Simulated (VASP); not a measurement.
These are vdW-DF2, VASP's PBE PAW potentials (set 64) (plane waves; VASP) values and carry that method's errors.

The input files of a VASP run:

### POSCAR
```
Co
1
    1.2739065507    -2.2064711171     0.0000000000
    1.2739065507     2.2064711171     0.0000000000
    0.0000000000     0.0000000000     4.1121832472
Co
2
Direct
  0.3333330000   0.6666670000   0.2500000000
  0.6666670000   0.3333330000   0.7500000000
```

INCAR:
```
AGGAC = 0.0
ALGO = Normal
EDIFF = 1E-7
ENCUT = 520
GGA = ML
ISIF = 2
ISMEAR = -5
ISPIN = 2
LASPH = .TRUE.
LCHARG = .TRUE.
LMAXMIX = 4
LORBIT = 11
LREAL = .FALSE.
LUSE_VDW = .TRUE.
LWAVE = .FALSE.
MAGMOM = 1.6 1.6
NEDOS = 601
NELM = 100
PREC = Accurate
SYSTEM = Co
ZAB_VDW = -1.8867
```

KPOINTS:
```
Automatic
0
gamma
  18 18 10
```

POTCAR, in this order: Co (PBE.64 set). Program: vasp_std.

Problem. What will the output report for the number of irreducible k-points (NKPTS), largest plane-wave count, number of space-group operations, FFT grid (NGX, NGY, NGZ)?

Solution. 
```
Property                                      Result
--------------------------------------  ------------
number of irreducible k-points (NKPTS)           222
largest plane-wave count                         646
number of space-group operations                  24
FFT grid (NGX, NGY, NGZ)                20 × 20 × 32
```

The compound is Co in the hcp structure. It was relaxed first.
